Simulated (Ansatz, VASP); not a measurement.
**Cross-check of AlO (Al2O2 monolayer) between VASP and Ansatz**

Aim: how closely do two programs agree when they are given the same cell, functional and k mesh? The cell is taken from a series of runs on this material, whose earlier steps may have relaxed, scaled, displaced or heated it; both programs get it as it stands.

Calculated with Ansatz 0.2.0; plane waves, with VASP 6.6.1 beside it; single point at PBE with D3(BJ).

**1. Starting point**

The cell holds 4 atoms: 2 O and 2 Al. Its edges and angles: a = 2.952 Å, b = 2.952 Å, c = 21.940 Å, α = 90.0°, β = 90.0°, γ = 120.0°. Vacuum lies along c.

Structure file:

```
O Al
1.0
     2.95218    0.00000    0.00000
    -1.47609    2.55666    0.00000
     0.00000    0.00000   21.94014
O Al
2 2
Direct
  0.33333 0.66667 0.41021
  0.33333 0.66667 0.58979
  0.00000 0.00000 0.44058
  0.00000 0.00000 0.55942
```

**2. VASP: single point, PBE with D3(BJ)**

With cell and atoms fixed, the geometry can't cause a difference; cores, projectors, grids and the points listed under the comparison can.

Lines of VASP's logs that name or quote its potential files are left out, and so is its time.

INCAR

```
SYSTEM = AlO
PREC = Accurate
ENCUT = 520
EDIFF = 1E-06
NELM = 120
ISMEAR = -1
SIGMA = 0.02585
LREAL = .FALSE.
ALGO = Normal
GGA = PE
IVDW = 12
NBANDS = 15
LORBIT = 11
LWAVE = .FALSE.
LCHARG = .FALSE.
ISIF = 2
LDIPOL = .TRUE.
IDIPOL = 3
DIPOL = 0.5 0.5 0.5
LVHAR = .TRUE.
LASPH = .TRUE.
GGA_COMPAT = .FALSE.
EFERMI = MIDGAP
NELMDL = -8
```

POSCAR

```
AlO
1.0
    2.9521817129      0.0000000000      0.0000000000
   -1.4760908564      2.5566643599      0.0000000000
    0.0000000000      0.0000000000     21.9401414930
O Al
2 2
Direct
    0.3333333333      0.6666666667      0.4102070173
    0.3333333333      0.6666666667      0.5897929827
    1.0000000000      0.0000000000      0.4405819390
    1.0000000000      0.0000000000      0.5594180610
```

KPOINTS

```
Automatic mesh
0
Gamma
18 18 1
0 0 0
```

Potentials, in the order of the species: O and Al (PBE family, release 64).

Started as:

```bash
$ mpirun -np 1 vasp_std
```

Numbers of over 12 decimals in the logs are rounded to 6 here.

The log of the run:

```text
[banner, memory and clock lines left out]
running    1 mpi-ranks, on    1 nodes
 distrk:  each k-point on    1 cores,    1 groups
 distr:  one band on    1 cores,    1 groups

 POSCAR found type information on POSCAR O Al
 POSCAR found :  2 types and       4 ions
 LDA part: xc-table for (Slater+PW92), standard interpolation
 POSCAR, INCAR and KPOINTS ok, starting setup
 FFT: planning ... GRIDC
 FFT: planning ... GRID_SOFT
 FFT: planning ... GRID
 WAVECAR not read
 entering main loop
       N       E                     dE             d eps       ncg     rms          rms(c)
DAV:   1     0.151143602404E+03    0.15114E+03   -0.70705E+03  1110   0.914E+02
DAV:   2    -0.793318838272E+01   -0.15908E+03   -0.14674E+03  1607   0.213E+02
DAV:   3    -0.295016624043E+02   -0.21568E+02   -0.21419E+02  1488   0.936E+01
DAV:   4    -0.298926833373E+02   -0.39102E+00   -0.39077E+00  1439   0.154E+01
DAV:   5    -0.298976932879E+02   -0.50100E-02   -0.50097E-02  1530   0.168E+00
DAV:   6    -0.298978270481E+02   -0.13376E-03   -0.13376E-03  1460   0.289E-01
DAV:   7    -0.298978322073E+02   -0.51592E-05   -0.51592E-05  1571   0.539E-02
DAV:   8    -0.298978324069E+02   -0.19954E-06   -0.19951E-06  1344   0.101E-02    0.112E+01
DAV:   9    -0.265846513107E+02    0.33132E+01   -0.13513E+01  1376   0.290E+01    0.458E+00
DAV:  10    -0.265380860143E+02    0.46565E-01   -0.38992E-01  1446   0.479E+00    0.236E+00
DAV:  11    -0.265017538488E+02    0.36332E-01   -0.72880E-02  1544   0.245E+00    0.875E-01
DAV:  12    -0.264855673731E+02    0.16186E-01   -0.30215E-02  1530   0.124E+00    0.186E-01
DAV:  13    -0.264814109409E+02    0.41564E-02   -0.31950E-03  1586   0.388E-01    0.535E-02
DAV:  14    -0.264802503209E+02    0.11606E-02   -0.12978E-03  1565   0.202E-01    0.512E-02
DAV:  15    -0.264809932313E+02   -0.74291E-03   -0.99404E-04  1355   0.189E-01    0.267E-02
DAV:  16    -0.264815341780E+02   -0.54095E-03   -0.88846E-05  1383   0.730E-02    0.131E-02
DAV:  17    -0.264821072855E+02   -0.57311E-03   -0.38313E-05  1376   0.392E-02    0.576E-03
DAV:  18    -0.264822778606E+02   -0.17058E-03   -0.90914E-06  1404   0.164E-02    0.435E-03
DAV:  19    -0.264823789432E+02   -0.10108E-03   -0.10122E-05  1306   0.172E-02    0.297E-03
DAV:  20    -0.264824181377E+02   -0.39195E-04   -0.50267E-06  1299   0.138E-02    0.221E-03
DAV:  21    -0.264824239951E+02   -0.58574E-05   -0.60599E-07  1129   0.569E-03    0.492E-04
DAV:  22    -0.264824299840E+02   -0.59888E-05   -0.64125E-07  1038   0.336E-03    0.520E-04
DAV:  23    -0.264824324792E+02   -0.24952E-05   -0.82483E-08  1122   0.174E-03    0.187E-04
DAV:  24    -0.264824334711E+02   -0.99193E-06   -0.34628E-08  1080   0.707E-04
   1 F= -.27061432E+02 E0= -.27061432E+02  d E =-.353872E-12
```

From OUTCAR (step 2):

```text
ion  position               nearest neighbor table
   1  0.333  0.667  0.410-   3 1.83   3 1.83   3 1.83
   2  0.333  0.667  0.590-   4 1.83   4 1.83   4 1.83
   3  0.000  0.000  0.441-   1 1.83   1 1.83   1 1.83   4 2.61
   4  0.000  0.000  0.559-   2 1.83   2 1.83   2 1.83   3 2.61

  LATTYP: Found a hexagonal cell.
 ALAT       =     2.9521817129
 C/A-ratio  =     7.4318397804

 Subroutine GETGRP returns: Found 12 space group operations
 (whereof 12 operations were pure point group operations)

The static configuration has the point symmetry D_3h.

 Found     37 irreducible k-points:

   k-points           NKPTS =     37   k-points in BZ     NKDIM =     37   number of bands    NBANDS=     15

   dimension x,y,z NGX =    24 NGY =   24 NGZ =  168
   dimension x,y,z NGXF=    48 NGYF=   48 NGZF=  336

   ENCUT  =  520.0 eV  38.22 Ry    6.18 a.u.   5.49  5.49 40.79*2*pi/ulx,y,z

   NELECT =      18.0000    total number of electrons

 k-points in reciprocal lattice and weights: Automatic mesh
   0.00000000  0.00000000  0.00000000       0.003
   0.05555556  0.00000000  0.00000000       0.019
   0.11111111  0.00000000  0.00000000       0.019
   0.16666667  0.00000000  0.00000000       0.019
   0.22222222  0.00000000  0.00000000       0.019
   0.27777778  0.00000000  0.00000000       0.019
   0.33333333  0.00000000  0.00000000       0.019
   0.38888889  0.00000000  0.00000000       0.019
   0.44444444  0.00000000  0.00000000       0.019
[...]
0.33333333  0.27777778  0.00000000       0.037
   0.33333333  0.33333333  0.00000000       0.006

 dipolmoment           0.000000      0.000000     -0.000000 electrons x Angstroem

 average (electrostatic) potential at core
       1 -77.9575       2 -77.9575       3 -81.9865       4 -81.9865

 E-fermi :  -1.0507

 k-point     1 :       0.0000    0.0000    0.0000
  band No.  band energies     occupation
    ...
      5      -6.2116      2.00000
      6      -6.2116      2.00000
      7      -6.1911      2.00000
      8      -6.1911      2.00000
      9      -4.1139      2.00000
     10       0.0921      0.00000
     11       2.2580      0.00000
     12       3.1415      0.00000
     13       3.2915      0.00000
     14       3.9609      0.00000
    ...

 k-point     2 :       0.0556    0.0000    0.0000
  band No.  band energies     occupation
    ...
      5      -6.3665      2.00000
      6      -6.3394      2.00000
      7      -6.2339      2.00000
      8      -6.2128      2.00000
      9      -4.0348      2.00000
     10       0.2466      0.00000
     11       2.3464      0.00000
     12       3.2034      0.00000
     13       3.3719      0.00000
     14       4.0453      0.00000
    ...

 k-point     3 :       0.1111    0.0000    0.0000
  band No.  band energies     occupation
    ...
      5      -6.7516      2.00000
      6      -6.7163      2.00000
      7      -6.2975      2.00000
      8      -6.2748      2.00000
      9      -3.8507      2.00000
     10       0.6581      0.00000
     11       2.5890      0.00000
     12       3.3835      0.00000
     13       3.6064      0.00000
     14       4.2899      0.00000
    ...

 Edisp (eV)   -0.57900

  Total      -0.00235    -0.00235    -0.07434    -0.00000    -0.00000    -0.00000
  in kB      -0.02272    -0.02272    -0.71927    -0.00000    -0.00000    -0.00000
  external pressure =       -0.25 kB  Pullay stress =        0.00 kB

  energy-cutoff  :      520.00
  volume of cell :      165.60
      direct lattice vectors                 reciprocal lattice vectors
     2.952181713  0.000000000  0.000000000     0.338732537  0.195567321  0.000000000
    -1.476090856  2.556664360  0.000000000     0.000000000  0.391134642  0.000000000
     0.000000000  0.000000000 21.940141493     0.000000000  0.000000000  0.045578557

 POSITION                                       TOTAL-FORCE (eV/Angst)
 -----------------------------------------------------------------------------------
     -0.00000      1.70444      9.00000         0.000000      0.000000      0.020340
     -0.00000      1.70444     12.94014        -0.000000      0.000000     -0.020340
      0.00000      0.00000      9.66643        -0.000000     -0.000000     -0.021121
      0.00000      0.00000     12.27371         0.000000     -0.000000      0.021121
 -----------------------------------------------------------------------------------
    total drift:                                0.000000     -0.000000     -0.000000

  FREE ENERGIE OF THE ION-ELECTRON SYSTEM (eV)
  ---------------------------------------------------
  free  energy   TOTEN  =       -27.0614322879 eV

  energy  without entropy=      -27.0614322879  energy(sigma->0) =      -27.06143229

 vacuum level on the upper side and lower side of the slab         3.293         3.293

 total charge
# of ion       s       p       d       tot
------------------------------------------
    1        1.556   3.583   0.000   5.138
    2        1.556   3.583   0.000   5.138
    3        0.370   0.407   0.000   0.777
    4        0.370   0.407   0.000   0.777
--------------------------------------------------
tot          3.851   7.980   0.000  11.831

[... 3 further parts left out ...]
```

**3. Ansatz: single point, PBE with D3(BJ)**

Ansatz runs on its default PAW (the set named soft_2) files.

The same cell, functional, mesh and smearing now go to Ansatz, which takes its cutoff from its data sets.

input.yaml

```yaml
crystal:
  lattice:
    - [2.9521817129, 0.0, 0.0]
    - [-1.4760908564, 2.5566643599, 0.0]
    - [0.0, 0.0, 21.940141493]
  atoms:
    - { symbol: O, position: [0.3333333333, 0.6666666667, 0.4102070173] }
    - { symbol: Al, position: [0.0, 0.0, 0.440581939] }
    - { symbol: Al, position: [0.0, 0.0, 0.559418061] }
    - { symbol: O, position: [0.3333333333, 0.6666666667, 0.5897929827] }
kpoints:
  mp_grid: { grid: [18, 18, 1] }
  band_path:
    path: [[0, 0, 0], [0.5, 0, 0], [0.33333333, 0.33333333, 0], [0, 0, 0]]
    npoints: 16
hamiltonian:
  xc: pbe
  dispersion: d3bj
scf:
  occupations: { method: fermi_dirac, width: 0.02585 }
  convergence: { dr2_threshold: 1.0e-10 }
efield:
  axis: 3
  dipole_correction: true
  ramp_position: 0.97
  ramp_width: 0.06
  amplitude: 0
output:
  dos: { projected: true, e_range: [-6, 5] }
  bader: true
  write_potential: true
  write_density: true
  volumetric_format: npy
  elf: true
```

Started as:

```bash
$ ansatz run input.yaml --threads 2 --pin off --max-ram 3072MiB --backend cpu --events-out ev --progress --plain --runs-dir out
```

The log of the run:

```text
Engine: ansatz 0.2.0, aarch64-unknown-linux-gnu
Pseudopotentials: kind: paw
Pseudopotential: O, paw, valence charge 6, recommended cutoff 420 eV (normal), O.paw.azcp
Pseudopotential: Al, paw, valence charge 3, recommended cutoff 420 eV (normal), Al.paw.azcp
Functional definition: PBE
  parameter kappa = 0.804
  parameter beta = 0.066725
  exchange = pbe_x(kappa = kappa, mu = beta*pi^2/3)
  correlation = pbe_c(beta = beta)
Crystal: 4 atoms, lattice volume = 165.598 Å³
Basis set: ecut = 420 eV, 3169 PW (Γ)
Bands: 13, of which v1, the nominal top of the filled ones, is band 9 counted from 1 (8 counted from 0)
Symmetry: 6 space group operations
k-points: 37 of 324 (time reversal used)
Non-local potential: O, projectors of the file, l = 0: 2, l = 1: 2, l = 2: 1
Non-local potential: Al, projectors of the file, l = 0: 2, l = 1: 2, l = 2: 1
PAW form: soft (Blöchl's): semilocal exchange-correlation on the pseudo side does not see the compensation charge
PAW one-centre angular grid: O, 110 points (default); XC on 64 Gauss nodes
PAW one-centre angular grid: Al, 110 points (default); XC on 64 Gauss nodes
Initial density: superposition of atomic densities (neutral atoms: chi_scale 0, normalization atom), corrected by the library's trained network
Initial wavefunctions: pseudopotential atomic-orbital guess
Functional: x = pbe(κ = 0.804, μ = 0.219515), c = pbe(β = 0.066725)
SCF iter   1: F=—  HF=-2214.522471 eV  |F-HF|=—  |Δ(HF+E_count)|=         —  Δρ=4.59e-3  dr2=7.72e-2  ethr=1.77e-3  p=0.000 e·Å  D=4.80e-14 V/Å  ΔV_dip=-0.00 eV  dr2_dipole=4.05e-9  V_vac-E_F(+/−)=5.13/5.13 eV  ⟨swp⟩=9.7  Hψ=4030  notcnv=0
efield: sawtooth ramp at fractional position 0.9700 (set: `efield.ramp_position`, or a place that a band, a saddle search or an elastic batch's reference lends), width 0.0600; the density the first Hamiltonian is built on has a dipole p = 0.000 e·Å; the dipole correction subtracts the counter field D = 4.80e-14 V/Å, which shifts the + side's vacuum level by -0.00 eV against the − side's; the planar-averaged density in the ramp window peaks in size at 3.4e-6 e/Å³
preconditioner: auto → none  [insulator: Δε(μ)=1.378 eV  Ē_g=13.477 eV  σ=0.026 eV  W_gap=1.00  n_scr=12 (ndim 8)  ℏωp=12.2 eV  f_vac=0.662  D(μ)=0.00/eV (n_scr^D=0)  ε∞_Penn≈1.8]
SCF iter   2: F=—  HF=-2214.510448 eV  |F-HF|=—  |Δ(HF+E_count)|=   1.20e-2  Δρ=4.11e-3  dr2=3.46e-2  ethr=4.29e-4  p=0.000 e·Å  D=4.71e-5 V/Å  ΔV_dip=-0.00 eV  dr2_dipole=2.75e-8  V_vac-E_F(+/−)=4.28/4.28 eV  ⟨swp⟩=3.0  Hψ=1280  notcnv=0
SCF iter   3: F=—  HF=-2214.501978 eV  |F-HF|=—  |Δ(HF+E_count)|=   8.47e-3  Δρ=9.73e-4  dr2=1.27e-3  ethr=1.92e-4  p=-0.000 e·Å  D=-1.98e-5 V/Å  ΔV_dip=0.00 eV  dr2_dipole=5.39e-9  V_vac-E_F(+/−)=4.45/4.45 eV  ⟨swp⟩=2.5  Hψ=883  notcnv=0
SCF iter   4: F=—  HF=-2214.502069 eV  |F-HF|=—  |Δ(HF+E_count)|=   9.04e-5  Δρ=3.06e-4  dr2=1.18e-4  ethr=7.03e-6  p=0.000 e·Å  D=5.05e-5 V/Å  ΔV_dip=-0.00 eV  dr2_dipole=4.04e-8  V_vac-E_F(+/−)=4.35/4.35 eV  ⟨swp⟩=2.7  Hψ=1078  notcnv=0
SCF iter   5: F=—  HF=-2214.502150 eV  |F-HF|=—  |Δ(HF+E_count)|=   8.09e-5  Δρ=4.94e-5  dr2=3.70e-6  ethr=6.54e-7  p=-0.000 e·Å  D=-1.55e-4 V/Å  ΔV_dip=0.00 eV  dr2_dipole=3.43e-7  V_vac-E_F(+/−)=4.32/4.31 eV  ⟨swp⟩=2.9  Hψ=939  notcnv=0
SCF iter   6: F=—  HF=-2214.502155 eV  |F-HF|=—  |Δ(HF+E_count)|=   5.03e-6  Δρ=5.34e-5  dr2=1.29e-5  ethr=2.06e-8  p=0.000 e·Å  D=4.31e-4 V/Å  ΔV_dip=-0.01 eV  dr2_dipole=2.64e-6  V_vac-E_F(+/−)=4.31/4.32 eV  ⟨swp⟩=3.2  Hψ=1006  notcnv=0
SCF iter   7: F=—  HF=-2214.502153 eV  |F-HF|=—  |Δ(HF+E_count)|=   2.09e-6  Δρ=8.38e-6  dr2=9.44e-8  ethr=2.06e-8  p=-0.000 e·Å  D=-2.24e-5 V/Å  ΔV_dip=0.00 eV  dr2_dipole=6.80e-9  V_vac-E_F(+/−)=4.31/4.31 eV  ⟨swp⟩=2.3  Hψ=708  notcnv=0
SCF iter   8: F=—  HF=-2214.502153 eV  |F-HF|=—  |Δ(HF+E_count)|=   6.13e-7  Δρ=1.51e-6  dr2=2.39e-9  ethr=5.25e-10  p=-0.000 e·Å  D=-1.38e-6 V/Å  ΔV_dip=0.00 eV  dr2_dipole=7.25e-12  V_vac-E_F(+/−)=4.31/4.31 eV  ⟨swp⟩=2.3  Hψ=797  notcnv=0
SCF iter   9: F=—  HF=-2214.502153 eV  |F-HF|=—  |Δ(HF+E_count)|=  4.96e-10  Δρ=6.40e-7  dr2=5.63e-10  ethr=1.33e-11  p=0.000 e·Å  D=2.20e-6 V/Å  ΔV_dip=-0.00 eV  dr2_dipole=1.47e-11  V_vac-E_F(+/−)=4.31/4.31 eV  ⟨swp⟩=2.1  Hψ=816  notcnv=0
SCF iter  10: F=-2214.502153 eV  HF=-2214.502153 eV  |F-HF|=8.64e-12  |Δ(HF+E_count)|=  1.81e-10  Δρ=1.37e-7  dr2=1.83e-11  ethr=1.00e-12  p=-0.000 e·Å  D=-9.32e-8 V/Å  ΔV_dip=0.00 eV  dr2_dipole=1.68e-13  V_vac-E_F(+/−)=4.31/4.31 eV  ⟨swp⟩=2.6  Hψ=1804  notcnv=0
SCF 1 converged in 10 iterations: F = -2214.502153 eV  dr2 = 1.83e-11
  greatest PAW one-centre occupation: 0.862 electrons in one spin orbital (limit 2), on the O atom at site 0 (counted from 0), in its partial waves of l = 0
NSCF: frozen V_eff on 49 k-points
efield: sawtooth ramp at fractional position 0.9700 (kept from the solve that this one continues, or follows in the run), width 0.0600; the density the first Hamiltonian is built on has a dipole p = -0.000 e·Å; the dipole correction subtracts the counter field D = -9.32e-8 V/Å, which shifts the + side's vacuum level by +0.00 eV against the − side's; the planar-averaged density in the ramp window peaks in size at 3.8e-6 e/Å³
WARN: The output density's exchange-correlation potential varies sharply where the density is thin. Do not read a vacuum level from v_tot or v_xc, or from such a field of the output density. On a cell that repeats whose density bears no net charge and no dipole along the vacuum's axis use v_es (v_loc + v_h of the components); under efield.dipole_correction with no amplitude use v_es + v_field, which holds any externa [...]
SCF converged after 10 iterations
Free energy (F): -2214.502153 eV
Harris-Foulkes:  -2214.502153 eV  (|F-HF|=8.64e-12)
Internal energy: -2214.502153 eV  (E = F + TS)
E sigma→0 (E₀):  -2214.502153 eV
Fermi energy:    -0.752514 eV
Dipole field:    D = 0.000001 V/Å  (p = 0.000000 e·Å, saw-weighted, corrected)
Work function:   Φ+ = 4.3122 eV   Φ− = 4.3121 eV
Levels:          The Fermi level and band energies are counted from a zero that moves with the ramp; work functions are not
--- Per-component energies (eV) ---
  E_band       = -177.797505
  E_kinetic    = 403.758275
  E_local      = -8083.861790  (includes V_loc(G=0)·N_el)
  E_nonlocal   = 115.962850
  E_hartree    = 3857.374180
  E_xc         = -228.764746
  E_vxc        = -248.426630  (∫ρ·V_xc dr)
  E_paw        = -1252.016415  (= ΣΔE_a)
  E_vpaw       = -79.983769  (= ΣTr[D̂ρ^β])
  E_aug_tail   = 0.005011  (compensation charges beyond the density's cutoff)
  E_efield     = 0.000000  (sawtooth field / dipole correction)
  E_vefield    = 0.000000  (∫n·V_field dr)
  E_ewald      = 2973.619532
  E_disp       = -0.579049  (pairwise vdW)
  E_smearing   = -0.000000  (= −TS)
  E_closure    = 0.000000  (closes the sum)
  Σ components = -2214.502153   (vs F -2214.502153, Δ=0.00e0)
--- Band table (eV; the first three rows and the last of 37) ---
  k-point 0: bands = [... 5 lower, -5.9287, -5.9082, -5.9082, -3.8228, 0.3803, 2.5273, 3.4003, 3.5468]
  k-point 1: bands = [... 5 lower, -6.0560, -5.9510, -5.9300, -3.7440, 0.5346, 2.6154, 3.4626, 3.6273]
  k-point 2: bands = [... 5 lower, -6.4318, -6.0141, -5.9917, -3.5604, 0.9458, 2.8575, 3.6439, 3.8621]
  k-point 36: bands = [... 5 lower, -8.4340, -5.9652, -5.5112, -1.3838, 0.0752, 2.9970, 4.4334, 7.0160]
--- Bader charges: 4 sites ---
  site symbol  charge [e]  shift [e] shared [e]
     0      O     -1.7456     0.0015    -1.7550
     1     Al      2.0581     0.0008     1.7550
     2     Al      2.0580     0.0008     1.7550
     3      O     -1.7456     0.0015    -1.7550
  maxima off the nuclei: 2, with 0.6248 electrons
  on the straight line to a nucleus their density falls by 3.8e-4 of itself; PAW files or a low cutoff
  can make one that falls by little (a run on other files and one at a higher cutoff tell): if they did, read the shared
  charge, to which what the maxima have on the atom's side is counted
  estimated error of the sums over rays = 5.5e-4 e
```

The column dr2 measures how far the density is from self-consistency, as an energy; F and HF (Harris–Foulkes) agree once it is small.

**4. Differences**

Known differences besides the potentials themselves: the cutoff is 420 eV in Ansatz and 520 eV in VASP. Total energies have different zeros and are not compared.

Both answers:

| quantity | Ansatz | VASP | difference |
| --- | --- | --- | --- |
| gap on the k mesh (eV) | 1.274 | 1.284 | -0.010 |

A gap on the mesh is an upper bound, since the band edges may lie between its points. With vacuum in the cell, a pressure given here is an average over mostly empty space and none of the material.

**5. Results**

```json
{
 "difference in gap on the k mesh (single point, PBE with D3(BJ))": "-0.0095 eV"
}
```

What this shows: The difference in gap on the k mesh is -0.0095 eV (single point, PBE with D3(BJ)), within the 0.08 eV picked in this series as the mark of a large difference. How closely two codes agree says nothing of how well the functional describes the real material.

[Lines on the potential files, build, host, timing and source positions are cut from VASP's logs without a mark.]

[Logs are printed without paths, hosts, clocks, repeated set-up lines and the standing remarks that a program may print on its own settings, such as how far it seeks lower states.]

[Hosts, paths, dates, database ids (printed as entryN), source tags and the programs' standing remarks are cut or masked in the printed files.]
